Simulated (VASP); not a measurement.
These are PBEsol GGA, VASP's PBE PAW potentials (set 64) (plane waves; VASP 6.6.1) values and carry that method's errors.

VASP input:

INCAR:
```
# general
SYSTEM  = HfScGe4
PREC    = Accurate
ENCUT   = 300
LREAL   = .FALSE.   # projection in real space or not
LASPH   = .TRUE.

# electronic loop
EDIFF   = 1E-6   # SCF stop (eV)
NELM    = 100
ALGO    = Normal
LMAXMIX = 6   # l cut-off of mixed one-centre charges

# smearing
ISMEAR  = -1
SIGMA   = 0.136   # width (eV)

# functional
GGA     = PS   # PBEsol

# ions
ISIF    = 2

# output
LWAVE   = .FALSE.
LCHARG  = .FALSE.
```

### POSCAR
```
HfScGe4
1
    3.7508000000     0.0000000000     0.0000000000
    0.0000000000     1.9057200000     7.5674500000
    0.0000000000    -1.9057200000     7.5674500000
Hf Sc Ge
1 1 4
Direct
  0.0000000000   0.8943100000   0.8943100000
  0.5000000000   0.1054400000   0.1054400000
  0.0000000000   0.5557400000   0.5557400000
  0.5000000000   0.4423000000   0.4423000000
  0.0000000000   0.2520500000   0.2520500000
  0.5000000000   0.7501600000   0.7501600000
```

KPOINTS:
```
Automatic mesh
0
Gamma
1 1 1
0 0 0
```

POTCAR, in this order: Hf_pv Sc_sv Ge_d (PBE.64 set). Program: vasp_std.

What VASP printed:

File OSZICAR:
```
       N       E                     dE             d eps       ncg     rms          rms(c)
DAV:   1     0.768137095567E+03    0.76814E+03   -0.27240E+04   106   0.303E+03
DAV:   2     0.108055871855E+03   -0.66008E+03   -0.64430E+03    92   0.814E+02
DAV:   3    -0.259517394937E+02   -0.13401E+03   -0.12741E+03   108   0.220E+02
DAV:   4    -0.332367461267E+02   -0.72850E+01   -0.71960E+01   112   0.640E+01
DAV:   5    -0.336976941266E+02   -0.46095E+00   -0.45696E+00   128   0.148E+01    0.348E+01
DAV:   6    -0.315811879982E+02    0.21165E+01   -0.85284E+00   160   0.190E+01    0.205E+01
DAV:   7    -0.315762750531E+02    0.49129E-02   -0.25952E+00   120   0.134E+01    0.109E+01
DAV:   8    -0.314466498026E+02    0.12963E+00   -0.15131E+00   128   0.110E+01    0.209E+00
DAV:   9    -0.314209046183E+02    0.25745E-01   -0.38529E-01   138   0.452E+00    0.887E-01
DAV:  10    -0.314156324268E+02    0.52722E-02   -0.49509E-02   144   0.239E+00    0.593E-01
DAV:  11    -0.314165611052E+02   -0.92868E-03   -0.18205E-02   104   0.175E+00    0.146E-01
DAV:  12    -0.314165498462E+02    0.11259E-04   -0.27351E-03   128   0.819E-01    0.783E-02
DAV:  13    -0.314165111460E+02    0.38700E-04   -0.61029E-04   128   0.477E-01    0.514E-02
DAV:  14    -0.314165138300E+02   -0.26840E-05   -0.10673E-04   120   0.245E-01    0.137E-02
DAV:  15    -0.314165152118E+02   -0.13818E-05   -0.43302E-05   128   0.903E-02    0.830E-03
DAV:  16    -0.314165155218E+02   -0.31001E-06   -0.55396E-06   112   0.219E-02
   1 F= -.31416516E+02 E0= -.31322188E+02  d E =-.188654E+00
```

File OUTCAR:
```
------------------------ aborting loop because EDIFF is reached ----------------------------------------
  FORCE on cell =-STRESS in cart. coord.  units (eV):
  Direction    XX          YY          ZZ          XY          YZ          ZX
  --------------------------------------------------------------------------------------
  Total       13.8841098      8.3465491     -4.2667726      0.0000000      0.0000000      0.0000000
  in kB      205.6203377    123.6103905    -63.1898798      0.0000000      0.0000000      0.0000000
  external PRESSURE =      88.6802828 kB  Pullay stress =       0.0000000 kB
  volume of cell :      108.18
      direct lattice vectors                 reciprocal lattice vectors
     3.750800000  0.000000000  0.000000000     0.266609790  0.000000000  0.000000000
     0.000000000  1.905720000  7.567450000     0.000000000  0.262368029  0.066072455
     0.000000000 -1.905720000  7.567450000     0.000000000 -0.262368029  0.066072455
 POSITION                                       TOTAL-FORCE (eV/Angst)
 -----------------------------------------------------------------------------------
      0.00000      0.00000     13.53529         0.000000      0.000000     -0.814482
      1.87540      0.00000      1.59582         0.000000      0.000000     -0.016850
      0.00000      0.00000      8.41107         0.000000      0.000000     -3.709886
      1.87540      0.00000      6.69417         0.000000      0.000000      3.974409
      0.00000      0.00000      3.81475         0.000000      0.000000     -0.196787
      1.87540      0.00000     11.35360         0.000000      0.000000      0.763596
 -----------------------------------------------------------------------------------
    total drift:                                0.000000      0.000000     -0.000402
  FREE ENERGIE OF THE ION-ELECTRON SYSTEM (eV)
  ---------------------------------------------------
  free  energy   TOTEN  =       -31.4165155218 eV

  energy  without entropy=      -31.2278614074  energy(sigma->0) =      -31.32218846
```
(Selected blocks of OUTCAR.)

**OUTCAR**
```
 val. band max:        5.3692150309   @ k =   0.0000   0.0000   0.0000

 cond. band min:       7.1013228185   @ k =   0.0000   0.0000   0.0000


 Fermi energy:         7.1013073662

 k-point     1 :       0.0000    0.0000    0.0000
  band No.  band energies     occupation
      1     -42.1833      2.00000
      2     -24.2030      2.00000
      3     -24.1662      2.00000
      4     -24.0908      2.00000
      5     -21.0616      2.00000
      6     -20.9831      2.00000
      7     -20.8762      2.00000
      8     -18.2319      2.00000
      9     -18.1787      2.00000
     10     -18.1628      2.00000
     11     -18.1555      2.00000
     12     -18.1502      2.00000
     13     -18.0514      2.00000
     14     -18.0380      2.00000
     15     -18.0134      2.00000
     16     -17.9761      2.00000
     17     -17.9572      2.00000
     18     -16.8632      2.00000
     19     -16.7870      2.00000
     20     -16.7136      2.00000
     21     -16.6935      2.00000
     22     -16.6884      2.00000
     23     -16.6074      2.00000
     24     -16.6005      2.00000
     25     -16.5989      2.00000
     26     -16.5683      2.00000
     27     -16.4915      2.00000
     28      -5.7150      2.00000
     29      -4.0059      2.00000
     30      -1.8522      2.00000
     31       3.1974      2.00000
     32       4.1196      2.00000
     33       4.3296      2.00000
     34       4.4792      2.00000
     35       4.6870      2.00000
     36       4.8865      2.00000
     37       4.9619      2.00000
     38       5.3692      1.99999
     39       7.1013      0.99994
     40       8.5583      0.00004
     41       8.7451      0.00001
     42       8.9202      0.00000
     43       8.9564      0.00000
     44       9.0305      0.00000
     45       9.1606      0.00000
     46       9.5139      0.00000
```

At this cut-off the stress carries a Pulay error, which pulls relaxed volumes low. Unless said otherwise, spin-orbit coupling is left out, though it shifts the bands of the heavy elements here.

The structure comes from a computed database's HfScGe4 entry (Amm2); how it stands against other phases isn't given here. The cell was not relaxed at this level. The k-mesh is coarse (spacing up to 1.70 per Å, 2π included), so the numbers may not be converged in it. The run is one of a series of settings (KPOINTS 1×1×1 Γ-centred mesh against the base run), some of them coarse on purpose. The electron count is odd and the run is not spin-polarised, which forces a metal.
